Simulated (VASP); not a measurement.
Level of theory: PBEsol GGA, VASP's PBE PAW potentials (set 64) (plane waves; VASP).

The input files of a VASP run:

**POSCAR**
```
CoO
1
    3.1142800100     0.0000000000     0.0000000000
   -1.5571400050     2.6970452014     0.0000000000
    0.0000000000     0.0000000000     5.1290202880
Co O
2 2
Direct
  0.3333330000   0.6666670000   0.9992205976
  0.6666670000   0.3333330000   0.4992205976
  0.3333330000   0.6666670000   0.3757794024
  0.6666670000   0.3333330000   0.8757794024
```

### KPOINTS
```
Regular mesh
0
gamma
  10 10 6
0 0 0
```

INCAR:
```
SYSTEM  =  CoO
PREC  =  Accurate; ENCUT  =  520; LREAL  =  .FALSE.
LASPH  =  .TRUE.
EDIFF  =  1E-6; NELM  =  100; ALGO  =  Normal
LMAXMIX  =  4
ISMEAR  =  1; SIGMA  =  0.1
GGA  =  PS
MAGMOM  =  3.0 3.0 0.0 0.0
ISPIN  =  2
IBRION  =  2; NSW  =  60; ISIF  =  3
EDIFFG  =  -0.02
LWAVE  =  .FALSE.; LCHARG  =  .FALSE.; LORBIT  =  10
```

POTCAR, in this order: Co O (PBE.64 set). Program: vasp_std.

Question: What will the output report for the number of irreducible k-points (NKPTS), number of bands (NBANDS), largest plane-wave count, number of space-group operations, FFT grid (NGX, NGY, NGZ)?

Answer: 
The number of irreducible k-points (NKPTS) comes out as 56 and the number of bands (NBANDS) comes out as 22. The largest plane-wave count is 1184 and the number of space-group operations comes out as 12. The FFT grid (NGX, NGY, NGZ) comes out as 24 × 24 × 40.

The structure was generated: CoO was put into the wurtzite type (P6_3mc), which need not be its known phase. This run relaxes it. Symmetry was kept, so distortions that lower it aren't found. The start is the result of an earlier pass.
